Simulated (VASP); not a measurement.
Computed with PBEsol GGA, VASP's PBE PAW potentials (set 64) (plane waves; VASP).

VASP input:

INCAR:
```
SYSTEM = CuI
PREC = Accurate
ENCUT = 400
EDIFF = 1E-8
NELM = 100
ALGO = Normal
LREAL = .FALSE.
LASPH = .TRUE.
ISMEAR = 0
SIGMA = 0.01
GGA = PS
LMAXMIX = 4
LWAVE = .FALSE.
LCHARG = .FALSE.
IBRION = 8
NSW = 1
LEPSILON = .TRUE.
```

### POSCAR
```
CuI
1
   -0.0000000000     2.9685087803     2.9685087803
    2.9685087803     0.0000000000     2.9685087803
    2.9685087803     2.9685087803     0.0000000000
Cu I
1 1
Direct
  0.0000000000   0.0000000000   0.0000000000
  0.2500000000   0.2500000000   0.2500000000
```

KPOINTS:
```
Automatic mesh
0
Gamma
8 8 8
0 0 0
```

POTCAR, in this order: Cu I (PBE.64 set). Program: vasp_std.

What VASP printed:

### OUTCAR
```
 ion  position               nearest neighbor table
   1  0.000  0.000  0.000-   2 2.57   2 2.57   2 2.57   2 2.57
   2  0.250  0.250  0.250-   1 2.57   1 2.57   1 2.57   1 2.57
  LATTYP: Found a face centered cubic cell.
 ALAT       =     5.9370175606
 Subroutine PRICEL returns:
 Original cell was already a primitive cell.
 Subroutine GETGRP returns: Found 24 space group operations
The static configuration has the point symmetry T_d .
The dynamic configuration has the point symmetry T_d .
 Subroutine INISYM returns: Found 24 space group operations
 Subroutine IBZKPT returns following result:
 Found     29 irreducible k-points:

 Following reciprocal coordinates:
            Coordinates               Weight
  0.000000  0.000000  0.000000      1.000000
  0.125000  0.000000  0.000000      8.000000
  0.250000  0.000000  0.000000      8.000000
  0.375000  0.000000  0.000000      8.000000
  0.500000  0.000000  0.000000      4.000000
  0.125000  0.125000  0.000000      6.000000
  0.250000  0.125000  0.000000     24.000000
  0.375000  0.125000  0.000000     24.000000
  0.500000  0.125000  0.000000     24.000000
...
```

File OUTCAR:
```


 HEAD OF MICROSCOPIC STATIC DIELECTRIC TENSOR (INDEPENDENT PARTICLE, excluding Hartree and local field effects)
 ------------------------------------------------------
           7.305096     0.000000     0.000000
          -0.000000     7.305096    -0.000000
           0.000000     0.000000     7.305096
 ------------------------------------------------------

 MACROSCOPIC STATIC DIELECTRIC TENSOR (including local field effects in DFT)
 ------------------------------------------------------
           6.907171     0.000000     0.000000
           0.000000     6.907171     0.000000
          -0.000000    -0.000000     6.907171
 ------------------------------------------------------

 PIEZOELECTRIC TENSOR (including local field effects)  for field in x, y, z        (e  Angst)
          XX          YY          ZZ          XY          YZ          ZX
  --------------------------------------------------------------------------------
  x     0.00000    -0.00000     0.00000     0.00000    -1.06309     0.00000
  y     0.00000    -0.00000     0.00000     0.00000     0.00000    -1.06309
  z     0.00000    -0.00000     0.00000    -1.06309     0.00000     0.00000

 PIEZOELECTRIC TENSOR (including local field effects)  for field in x, y, z        (C/m^2)
          XX          YY          ZZ          XY          YZ          ZX
  --------------------------------------------------------------------------------
  x     0.00000    -0.00000     0.00000     0.00000    -0.32556     0.00000
  y     0.00000    -0.00000     0.00000     0.00000     0.00000    -0.32556
  z     0.00000    -0.00000     0.00000    -0.32556     0.00000     0.00000

 BORN EFFECTIVE CHARGES (including local field effects) (in |e|, cummulative output)
 ---------------------------------------------------------------------------------
 ion    1
    1     1.03319     0.00000     0.00000
    2     0.00000     1.03319     0.00000
    3     0.00000     0.00000     1.03319
 ion    2
    1    -1.03319     0.00000     0.00000
    2     0.00000    -1.03319     0.00000
    3     0.00000     0.00000    -1.03319
```
(Selected blocks of OUTCAR.)

### OUTCAR
```
 val. band max:        4.9868897080   @ k =   0.0000   0.0000   0.0000

 cond. band min:       6.1840053350   @ k =   0.0000   0.0000   0.0000


 Fermi energy:         5.0772972141

 k-point     1 :       0.0000    0.0000    0.0000
  band No.  band energies     occupation
      1      -9.3899      2.00000
      2       1.0428      2.00000
      3       1.0428      2.00000
      4       1.0428      2.00000
      5       2.8381      2.00000
      6       2.8381      2.00000
      7       4.9869      2.00000
      8       4.9869      2.00000
      9       4.9869      2.00000
     10       6.1840      0.00000
     11       9.7426      0.00000
     12       9.7426      0.00000
     13       9.7426      0.00000

 k-point     2 :       0.1250    0.0000    0.0000
  band No.  band energies     occupation
      1      -9.3056      2.00000
      2       0.7403      2.00000
      3       1.0514      2.00000
      4       1.0514      2.00000
      5       2.8309      2.00000
      6       2.8309      2.00000
      7       4.2704      2.00000
      8       4.8504      2.00000
      9       4.8504      2.00000
     10       6.9109      0.00000
     11       9.6809      0.00000
     12       9.9812      0.00000
     13       9.9812      0.00000

 k-point     3 :       0.2500    0.0000    0.0000
  band No.  band energies     occupation
      1      -9.0878      2.00000
      2       0.0049      2.00000
      3       1.0685      2.00000
      4       1.0685      2.00000
      5       2.8267      2.00000
      6       2.8267      2.00000
      7       3.5048      2.00000
      8       4.5537      2.00000
      9       4.5537      2.00000
     10       7.2844      0.00000
     11      10.3379      0.00000
     12      10.3379      0.00000
     13      10.5129      0.00000

 k-point     4 :       0.3750    0.0000    0.0000
  band No.  band energies     occupation
      1      -8.8456      2.00000
      2      -0.7243      2.00000
      3       1.0796      2.00000
...
```

The dielectric response may not be converged in the k-mesh; for small gaps it tends to come out too large. Unless said otherwise, spin-orbit coupling is left out, though it shifts the bands of the heavy elements here.

The compound is CuI in the zinc blende structure. It was relaxed first, which changed the volume by -5 %.
